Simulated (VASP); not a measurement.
# Be12Al in VASP: a series of runs

Runs on Be12Al. Level: PBEsol. Tasks: single point.

Everything below comes from runs of VASP 6.6.1. Logs are shortened: lines on timing, memory, paths and dates and some standing lists are left out, and cuts for length are marked.

**1. The structure**

The cell holds a slab with vacuum, 13 atoms: a = 4.580 Å, b = 4.580 Å, c = 14.588 Å, α = 90.00°, β = 90.00°, γ = 60.00°.

The cell was built by a generator and needn't be a form met in nature.

**2. Single point, PBEsol**

Input file INCAR:

```
PREC = Accurate
ENCUT = 520
EDIFF = 1E-6
ISMEAR = 0
SIGMA = 0.05
LREAL = False
LASPH = True
NELM = 100
ALGO = Fast
ISIF = 2
LWAVE = False
LCHARG = False
GGA = PS
NBANDS = 26
```

Input file KPOINTS:

```
Automatic mesh
0
Gamma
  4 4 1
```

Input file POSCAR:

```
Be12Al
1.0
    4.5800000000      0.0000000000      0.0000000000
    2.2900000000      3.9663960000      0.0000000000
    0.0000000000      0.0000000000     14.5884300000
Be Al
12 1
Direct
    0.0000000000      0.0000000000      0.0685474722
    0.5000000000      0.0000000000      0.0685474722
    0.0000000000      0.5000000000      0.0685474722
    0.5000000000      0.5000000000      0.0685474722
   -0.1663183694      0.3333734201      0.1902535091
    0.3337342939      0.3319174384      0.1904279624
   -0.1683260005      0.8339795119      0.1905124815
    0.3337392809      0.8339860669      0.1903058108
   -0.0019031446      0.0029608743      0.3111593914
    0.4994902780     -0.0000748791      0.3197967842
   -0.0014136460      0.4989325322      0.3117424562
    0.5032748668      0.4981131486      0.3107655176
    0.1755735310      0.6679738987      0.4569901628
```

Potentials or basis: VASP PAW PBE potentials, release 64 (Be, Al).

On the command line:

```sh
$ cat potpaw_PBE.64/Be/POTCAR potpaw_PBE.64/Al/POTCAR > POTCAR
$ mpirun -np 1 vasp_std > vasp.out
```

OUTCAR:

```text
PREC = Accurate
   ENCUT = 520
   EDIFF = 1E-6
   ISMEAR = 0
   LREAL = False
   LASPH = True
   NELM = 100
   ISIF = 2
   GGA = PS

 ion  position               nearest neighbor table
   1  0.000  0.000  0.069-   5 2.21   8 2.22   7 2.22   3 2.29   3 2.29   4 2.29   4 2.29   2 2.29
                             2 2.29
   2  0.500  0.000  0.069-   8 2.21   6 2.21   7 2.21   4 2.29   3 2.29   4 2.29   3 2.29   1 2.29
                             1 2.29
   3  0.000  0.500  0.069-   5 2.21   6 2.22   7 2.22   1 2.29   1 2.29   2 2.29   2 2.29   4 2.29
                             4 2.29
   4  0.500  0.500  0.069-   5 2.21   8 2.22   6 2.22   2 2.29   1 2.29   2 2.29   1 2.29   3 2.29
                             3 2.29
   5  0.834  0.333  0.190-  12 2.19   9 2.20  11 2.20   3 2.21   1 2.21   4 2.21   6 2.29   7 2.29
                             8 2.29   8 2.29   7 2.29   6 2.29
   6  0.334  0.332  0.190-  12 2.20   2 2.21  11 2.21   3 2.22   4 2.22   8 2.28   7 2.28   5 2.29
                             5 2.29   7 2.30   8 2.30  10 2.30
   7  0.832  0.834  0.191-   9 2.21  11 2.21   2 2.21   3 2.22   1 2.22   8 2.28   6 2.28   5 2.29
                             5 2.29   6 2.30   8 2.30  10 2.30
   8  0.334  0.834  0.190-  12 2.21   9 2.21   2 2.21   1 2.22   4 2.22   6 2.28   7 2.28   5 2.29
                             5 2.29   7 2.30   6 2.30  10 2.30
   9  0.998  0.003  0.311-   5 2.20   7 2.21   8 2.21  12 2.27  11 2.27  10 2.29  10 2.29  11 2.31
                            12 2.31  13 2.51
  10  0.499  1.000  0.320-  11 2.29   9 2.29  11 2.29  12 2.29   9 2.29  12 2.29   7 2.30   6 2.30
                             8 2.30
  11  0.999  0.499  0.312-   5 2.20   7 2.21   6 2.21  12 2.27   9 2.27  10 2.29  10 2.29   9 2.31
                            12 2.31  13 2.52
  12  0.503  0.498  0.311-   5 2.19   6 2.20   8 2.21   9 2.27  11 2.27  10 2.29  10 2.29  11 2.31
                             9 2.31  13 2.50
  13  0.176  0.668  0.457-  12 2.50   9 2.51  11 2.52

  LATTYP: Found a hexagonal cell.
 ALAT       =     4.5799996975
 C/A-ratio  =     3.1852469353

  Lattice vectors:

 A1 = (  -2.2900000000,  -3.9663960000,   0.0000000000)
 A2 = (   4.5800000000,   0.0000000000,   0.0000000000)
 A3 = (   0.0000000000,   0.0000000000,  14.5884300000)

Analysis of symmetry for initial positions (statically):
=====================================================================
 Subroutine PRICEL returns:
 Original cell was already a primitive cell.

 Routine SETGRP: Setting up the symmetry group for a
 hexagonal supercell.

 Subroutine GETGRP returns: Found  1 space group operations
 (whereof  1 operations were pure point group operations)
 out of a pool of 24 trial point group operations.

The static configuration has the point symmetry C_1 .

Analysis of symmetry for dynamics (positions and initial velocities):
=====================================================================
 Subroutine PRICEL returns:
 Original cell was already a primitive cell.

 Routine SETGRP: Setting up the symmetry group for a
 hexagonal supercell.

 Subroutine GETGRP returns: Found  1 space group operations
 (whereof  1 operations were pure point group operations)
 out of a pool of 24 trial point group operations.

The dynamic configuration has the point symmetry C_1 .

 Subroutine INISYM returns: Found  1 space group operations
 (whereof  1 operations are pure point group operations),
 and found     1 'primitive' translations

----------------------------------------------------------------------------------------

                                     Primitive cell

  volume of cell :     265.0148

  direct lattice vectors                    reciprocal lattice vectors
     4.580000000  0.000000000  0.000000000     0.218340611 -0.126059022  0.000000000
     2.290000000  3.966396000  0.000000000     0.000000000  0.252118044  0.000000000
     0.000000000  0.000000000 14.588430000     0.000000000  0.000000000  0.068547472

  length of vectors
     4.580000000  4.579999697 14.588430000     0.252118027  0.252118044  0.068547472

  position of ions in fractional coordinates (direct lattice)
     0.000000000  0.000000000  0.068547472
     0.500000000  0.000000000  0.068547472
     1.000000000  0.500000000  0.068547472
     0.500000000  0.500000000  0.068547472
     0.833681631  0.333373420  0.190253509
     0.333734294  0.331917438  0.190427962
     0.831673999  0.833979512  0.190512482
     0.333739281  0.833986067  0.190305811
     0.998096855  0.002960874  0.311159391
     0.499490278  0.999925121  0.319796784
     0.998586354  0.498932532  0.311742456
     0.503274867  0.498113149  0.310765518
     0.175573531  0.667973899  0.456990163

  ion indices of the primitive-cell ions
   primitive index   ion index
                 1           1
                 2           2
                 3           3
                 4           4
                 5           5
                 6           6
                 7           7
                 8           8
                 9           9
                10          10
                11          11
                12          12
                13          13

----------------------------------------------------------------------------------------

 KPOINTS: Automatic mesh

Automatic generation of k-mesh.
 Grid dimensions read from file:
 generate k-points for:    4    4    1

 Generating k-lattice:

  Cartesian coordinates                     Fractional coordinates (reciprocal lattice)
     0.054585153 -0.031514755  0.000000000     0.250000000 -0.000000000  0.000000000
     0.000000000  0.063029511  0.000000000     0.000000000  0.250000000  0.000000000
     0.000000000  0.000000000  0.068547472     0.000000000  0.000000000  1.000000000

  Length of vectors
     0.063029507  0.063029511  0.068547472

  Shift w.r.t. Gamma in fractional coordinates (k-lattice)
     0.000000000  0.000000000  0.000000000

 Subroutine IBZKPT returns following result:
 ===========================================

 Found     10 irreducible k-points:

 Following reciprocal coordinates:
            Coordinates               Weight
  0.000000  0.000000  0.000000      1.000000
  0.250000  0.000000  0.000000      2.000000
  0.250000  0.250000  0.000000      2.000000
  0.000000  0.250000  0.000000      2.000000
  0.500000  0.000000  0.000000      1.000000
  0.500000  0.500000  0.000000      1.000000
  0.000000  0.500000  0.000000      1.000000
  0.500000  0.250000  0.000000      2.000000
  0.250000  0.500000  0.000000      2.000000
 -0.250000  0.250000  0.000000      2.000000
   k-points           NKPTS =     10   k-points in BZ     NKDIM =     10   number of bands    NBANDS=     26
   number of dos      NEDOS =    301   number of ions     NIONS =     13
   total plane-waves  NPLWV = 139968
   dimension x,y,z NGX =    36 NGY =   36 NGZ =  108
   dimension x,y,z NGXF=    72 NGYF=   72 NGZF=  216
   ions per type =              12   1
   NGX,Y,Z   is equivalent  to a cutoff of  13.07, 13.07, 12.31 a.u.
   NGXF,Y,Z  is equivalent  to a cutoff of  26.13, 26.13, 24.61 a.u.
 SYSTEM =  unknown system
   PREC   = accura    normal or accurate (medium, high low for compatibility)
   ISTART =      0    job   : 0-new  1-cont  2-samecut
   ICHARG =      2    charge: 1-file 2-atom 10-const
   ISPIN  =      1    spin polarized calculation?
   LNONCOLLINEAR =      F non collinear calculations
   LSORBIT =      F    spin-orbit coupling
   LASPH  =      T    aspherical Exc in radial PAW
   ENCUT  =  520.0 eV  38.22 Ry    6.18 a.u.   8.52  8.52 27.12*2*pi/ulx,y,z
   NELM   =    100;   NELMIN=  2; NELMDL= -5     # of ELM steps
   EDIFF  = 0.1E-05   stopping-criterion for ELM
   LREAL  =      F    real-space projection
   EDIFFG = 0.1E-04   stopping-criterion for IOM
   NSW    =      0    number of steps for IOM
   IBRION =     -1    ionic relax: 0-MD 1-quasi-New 2-CG
   NFREE  =      0    steps in history (QN), initial steepest desc. (CG)
   ISIF   =      2    stress and relaxation
   ISYM   =      2    0-nonsym 1-usesym 2-fastsym
   POTIM  = 0.5000    time-step for ionic-motion
   TEBEG  =    0.0;   TEEND  =   0.0 temperature during run
   PSTRESS=    0.0 pullay stress
   NELECT =      27.0000    total number of electrons
   NUPDOWN=      -1.0000    fix difference up-down
   EMIN   =  10.00;   EMAX   =-10.00  energy-range for DOS
   EFERMI =   0.00;   METHOD = LEGACY
   ISMEAR =     0;   SIGMA  =   0.05  broadening in eV -4-tet -1-fermi 0-gaus
   EFERMI_NEDOS =   21; number of points for ismear=-14 and -15
   IALGO  =     68    algorithm
   IMIX   =      4    mixing-type and parameters
     AMIX     =   0.40;   BMIX     =  1.00
     AMIX_MAG =   1.60;   BMIX_MAG =  1.00
  volume/ion in A,a.u.               =      20.39       137.57
  Fermi-wavevector in a.u.,A,eV,Ry     =   0.764609  1.444901  7.954331  0.584627
  Thomas-Fermi vector in A             =   1.864548
   LORBIT       =      0    0 simple, 1 ext, 2 COOP (PROOUT), +10 PAW based schemes
   GGA     = PS    functional components
   LHFCALC =     F    Hartree Fock is set to
   AEXX    =    0.0000 exact exchange contribution
   IVDW    =     0    specifies the selected vdW correction
   LEPSILON=     F    determine dielectric tensor
   LRPA    =     F    only Hartree local field effects (RPA)
 non-spin polarized calculation
 RMM-DIIS sequential band-by-band and
 Gauss-broadening in eV      SIGMA  =   0.05
  energy-cutoff  :      520.00
  volume of cell :      265.01
 maximum number of plane-waves:      7153
 NGX is ok and might be reduce to    36
   NGX = 17   NGY = 17   NGZ = 55

 number of electron      27.0000000 magnetization

 Free energy of the ion-electron system (eV)
  ---------------------------------------------------
  ext. energy  EPLUGINS =         0.00000000
  ---------------------------------------------------
  free energy    TOTEN  =       -47.04765659 eV

  energy without entropy =      -47.03300948  energy(sigma->0) =      -47.04033303

 E-fermi :   0.0518     XC(G=0):  -6.1030

 val. band max:        0.0478405663   @ k =   0.2500   0.5000   0.0000
 cond. band min:       0.0733472595   @ k =   0.5000   0.5000   0.0000
 fundamental gap:      0.0255066932
 Fermi energy:         0.0517510236

 k-point     1 :       0.0000    0.0000    0.0000
  band No.  band energies     occupation
      1      -9.6718      2.00000
      2      -7.6961      2.00000
      3      -5.4776      2.00000
      4      -3.5161      2.00000
      5      -3.4987      2.00000
      6      -3.4977      2.00000
[... 17 lines left out ...]
     24       5.1444      0.00000
     25       5.9831      0.00000

 k-point     2 :       0.2500    0.0000    0.0000
  band No.  band energies     occupation
      1      -9.2288      2.00000
      2      -7.2536      2.00000
      3      -5.7512      2.00000
      4      -5.0469      2.00000
      5      -4.0252      2.00000
      6      -4.0200      2.00000
[... 17 lines left out ...]
     24       5.0370      0.00000
     25       6.0137      0.00000
[... 194 lines left out ...]
     24       5.5559      0.00000
     25       7.2827      0.00000

 k-point    10 :      -0.2500    0.2500    0.0000
  band No.  band energies     occupation
      1      -8.3441      2.00000
      2      -6.6804      2.00000
      3      -6.5341      2.00000
      4      -6.3148      2.00000
      5      -4.8779      2.00000
      6      -4.3972      2.00000
[... 17 lines left out ...]
     24       5.5642      0.00000
     25       5.8831      0.00000
 [bands above 25 left out]

------------------------ aborting loop because EDIFF is reached ----------------------------------------

  FORCE on cell =-STRESS in cart. coord.  units (eV):
  Direction    XX          YY          ZZ          XY          YZ          ZX
  --------------------------------------------------------------------------------------
  -------------------------------------------------------------------------------------
  Total       -8.7741866     -8.7602507      0.1946045     -0.0525577      0.0010898      0.0089294
  in kB      -53.0453530    -52.9611019      1.1765038     -0.3177435      0.0065886      0.0539835
  external PRESSURE =     -34.9433170 kB  Pullay stress =       0.0000000 kB

 VOLUME and BASIS-vectors are now :
 -----------------------------------------------------------------------------
  energy-cutoff  :      520.00
  volume of cell :      265.01
      direct lattice vectors                 reciprocal lattice vectors
     4.580000000  0.000000000  0.000000000     0.218340611 -0.126059022  0.000000000
     2.290000000  3.966396000  0.000000000     0.000000000  0.252118044  0.000000000
     0.000000000  0.000000000 14.588430000     0.000000000  0.000000000  0.068547472

 POSITION                                       TOTAL-FORCE (eV/Angst)
 -----------------------------------------------------------------------------------
      0.00000      0.00000      1.00000        -0.007353      0.057244      0.001227
      2.29000      0.00000      1.00000         0.004383      0.000551     -0.054527
      1.14500      1.98320      1.00000        -0.049149     -0.025023      0.003954
      3.43500      1.98320      1.00000         0.048533     -0.033163     -0.000831
      4.58169      1.32229      2.77550        -0.002522     -0.000213      0.001552
      2.28859      1.31652      2.77804        -0.000179      0.000239     -0.002101
      5.71888      3.30789      2.77928         0.001159     -0.000765     -0.003261
      3.43835      3.30792      2.77626         0.001000      0.000691     -0.000038
      4.57806      0.01174      4.53933         0.005541      0.000029      0.010444
      4.57749      3.96610      4.66533         0.004851      0.000647      0.009696
      5.71608      1.97896      4.54783        -0.002839     -0.004300      0.005859
      3.44568      1.97571      4.53358        -0.000937      0.004251      0.013356
      2.33379      2.64945      6.66677        -0.002486     -0.000189      0.014669
 -----------------------------------------------------------------------------------
    total drift:                                0.000008     -0.000015      0.000172

  FREE ENERGIE OF THE ION-ELECTRON SYSTEM (eV)
  ---------------------------------------------------
  free  energy   TOTEN  =       -47.0476565883 eV

  energy  without entropy=      -47.0330094790  energy(sigma->0) =      -47.04033303
```

Wall time 1.7 min (1 thread of Intel Xeon Platinum 8259CL at 2.50GHz (Skylake/Cascade Lake), shared host); peak memory 0.36 GiB.

What came out:

```yaml
Free_energy: -47.0477 eV
Largest_force: 0.059 eV/Å
Band_gap_on_the_k_mesh: none (metal or under the smearing width)
```

Forces in eV/Å, atoms in the order of the input:
```
Be  -0.007  0.057  0.001
Be   0.004  0.001 -0.055
Be  -0.049 -0.025  0.004
Be   0.049 -0.033 -0.001
Be  -0.003  0.000  0.002
Be   0.000  0.000 -0.002
Be   0.001 -0.001 -0.003
Be   0.001  0.001  0.000
Be   0.006  0.000  0.010
Be   0.005  0.001  0.010
Be  -0.003 -0.004  0.006
Be  -0.001  0.004  0.013
Al  -0.002  0.000  0.015
```

Levels at points of the mesh, in eV from the Fermi level:
```csv
k point,band 11,band 12,band 13,band 14,band 15,band 16,band 17,band 18
"(0.00, 0.00, 0.00)",-1.78,-1.78,-1.78,-0.91,1.80,1.88,2.24,3.12
"(0.50, 0.00, 0.00)",-1.10,-0.37,0.03,0.30,0.58,2.43,2.48,3.24
"(0.50, 0.50, 0.00)",-1.10,-0.37,0.02,0.30,0.58,2.44,2.48,3.24
"(0.00, 0.50, 0.00)",-1.10,-0.37,0.03,0.30,0.58,2.43,2.48,3.24
```

Caveat: the k mesh is coarse (spacing up to 0.40 Å⁻¹), so the values aren't converged; the PAW data sets were made with another functional, which shifts forces and pressure a little.

**3. Single point, PBEsol**

Input file INCAR:

```
SYSTEM = Be12Al
  PREC = Accurate
  ENCUT = 520
  EDIFF = 1E-6
  ISMEAR = 0
  SIGMA = 0.05
  LREAL = .False.
  LASPH = .True.
  NELM = 100
  ALGO = Normal
  ISIF = 2
  LWAVE = .False.
  LCHARG = .True.
  GGA = PS
  LELF = .True.
  LVHAR = .True.
  NBANDS = 26
```

Input file KPOINTS:

```
Automatic mesh
0
Gamma
  4 4 1
  0 0 0
```

Input file POSCAR:

```
Be12Al
1.0
    4.5800000000      0.0000000000      0.0000000000
    2.2900000000      3.9663960000      0.0000000000
    0.0000000000      0.0000000000     14.5884300000
Be Al
12 1
Direct
    0.0000000000      0.0000000000      0.0685474722
    0.5000000000      0.0000000000      0.0685474722
    0.0000000000      0.5000000000      0.0685474722
    0.5000000000      0.5000000000      0.0685474722
   -0.1629926410      0.3328573345      0.1902294490
    0.3326030163      0.3316118713      0.1903886847
   -0.1683727079      0.8336598262      0.1914232032
    0.3331276593      0.8346647687      0.1897148631
   -0.0011162990      0.0021989736      0.3121222092
    0.4997985927     -0.0002364867      0.3187718624
    0.0007847611      0.5007636656      0.3152422845
    0.5059766598      0.4966261563      0.3079048259
    0.2559113584      0.6703231347      0.4586913739
```

Potentials or basis: VASP PAW PBE potentials, release 64 (Be, Al).

On the command line:

```sh
$ cat potpaw_PBE.64/Be/POTCAR potpaw_PBE.64/Al/POTCAR > POTCAR
$ mpirun -np 1 vasp_std > vasp.out
```

Wall time 94 s (1 thread of Intel Xeon Platinum 8259CL at 2.50GHz (Skylake/Cascade Lake), shared host); peak memory 0.37 GiB.

It converged, with:

* Free energy: -47.0410 eV
* Largest force: 0.101 eV/Å
* Band gap on the k mesh: none (metal or under the smearing width)

Forces on the atoms (eV/Å):
```
Be  -0.050  0.065 -0.002
Be   0.051  0.004 -0.029
Be  -0.042 -0.001  0.016
Be   0.060 -0.070 -0.042
Be   0.001 -0.001 -0.007
Be  -0.002 -0.004  0.000
Be  -0.002 -0.003  0.002
Be   0.006  0.005  0.001
Be   0.005  0.003  0.005
Be  -0.009 -0.001  0.010
Be   0.005  0.002  0.013
Be   0.004 -0.004  0.017
Al  -0.030  0.006  0.015
```

Levels at points of the mesh, in eV from the Fermi level:
| k point | band 10 | band 11 | band 12 | band 13 | band 14 | band 15 | band 16 | band 17 | band 18 | band 19 |
| --- | --- | --- | --- | --- | --- | --- | --- | --- | --- | --- |
| (0.00, 0.00, 0.00) | -2.12 | -1.79 | -1.78 | -1.76 | -0.92 | 1.64 | 2.20 | 2.29 | 3.05 | 3.21 |
| (0.50, 0.00, 0.00) | -2.30 | -1.10 | -0.36 | 0.07 | 0.28 | 0.58 | 2.40 | 2.51 | 3.19 | 3.31 |
| (0.50, 0.50, 0.00) | -2.33 | -1.11 | -0.38 | 0.03 | 0.32 | 0.56 | 2.44 | 2.47 | 3.19 | 3.32 |
| (0.00, 0.50, 0.00) | -2.32 | -1.11 | -0.36 | 0.06 | 0.29 | 0.58 | 2.40 | 2.48 | 3.21 | 3.29 |

Caveat: the k mesh is coarse (spacing up to 0.40 Å⁻¹), so the values aren't converged; the PAW data sets were made with another functional, which shifts forces and pressure a little.

[end of part 1 of 2]
